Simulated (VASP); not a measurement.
# Zn: relaxation of cell and atoms with PBEsol

The system is Zn.

```
Zn
1.0
     2.62000    0.00000    0.00000
    -1.31000    2.26899    0.00000
     0.00000    0.00000    4.80000
Zn
2
Direct
  0.33333 0.66667 0.25000
  0.66667 0.33333 0.75000
```

The cell was built by a generator and needn't be a form met in nature.

```yaml
Program: VASP 6.6.1
Task: relaxation of cell and atoms
Functional: PBEsol
Potentials_or_basis: VASP PAW PBE potentials, release 64 (Zn)
Cutoff: 600 eV
k_mesh: 18 × 18 × 10
Occupations: methfessel-paxton, width 0.1 eV
Spin: no spin polarisation
Further_INCAR_settings: ALGO = Normal; EDIFF = 1e-07; IBRION = 2; EDIFFG = -0.005; NSW = 40; ISIF = 3
```

The relaxed volume is 14.33 Å³/atom, the relaxed cell is a = 2.594 Å, b = 2.594 Å, c = 4.917 Å, α = 90.00°, β = 90.00°, γ = 120.00° and the space group after relaxing (to 0.05 Å) is P6_3/mmc (No. 194). The energy gained by relaxing is 3.2 meV/atom and the ionic steps are 10. The pressure after relaxing is 0.0 GPa and the band gap on the k mesh is none (metal or under the smearing width).

The path:
```tsv
step	energy change (eV)	largest force (eV/Å)	pressure (GPa)	volume (Å³)
1	0.0000	0.0000	-0.44	28.53
2	-0.0040	0.0000	0.37	28.37
3	-0.0048	0.0000	0.83	28.29
4	-0.0037	0.0000	1.75	28.13
5	-0.0049	0.0000	1.02	28.25
6	-0.0064	0.0000	0.22	28.58
7	-0.0065	0.0000	0.05	28.65
8	-0.0065	0.0000	0.14	28.63
9	-0.0065	0.0000	0.05	28.64
10	-0.0065	0.0000	0.01	28.66
```

Final structure:
```yaml
crystal:
  lattice:
    - [2.59423, 0.00000, 0.00000]
    - [-1.29712, 2.24667, 0.00000]
    - [0.00000, 0.00000, 4.91696]
  atoms:
    - { symbol: Zn, position: [0.33333, 0.66667, 0.25000] }
    - { symbol: Zn, position: [0.66667, 0.33333, 0.75000] }
```

Levels at points of the mesh, in eV from the Fermi level:
```csv
k point,band 9,band 10,band 11,band 12,band 13,band 14,band 15,band 16
"(0.00, 0.00, 0.00)",-7.35,-7.14,-7.14,-4.03,-3.21,13.46,17.31,18.67
"(0.50, 0.00, 0.00)",-6.92,-6.90,-2.95,-2.08,2.66,3.62,4.37,5.84
"(0.00, 0.00, 0.50)",-7.23,-7.23,-7.23,-7.23,4.39,4.39,20.00,20.00
"(0.50, 0.00, 0.50)",-6.91,-6.91,-2.01,-2.01,0.36,0.36,10.26,10.26
```

Wall time 3.5 min on 1 thread of Intel(R) Xeon(R) 6975P-C (Granite Rapids), on a shared host, peak memory 0.25 GiB.

Caveat: the PAW data sets were made with another functional, which shifts forces and pressure a little.
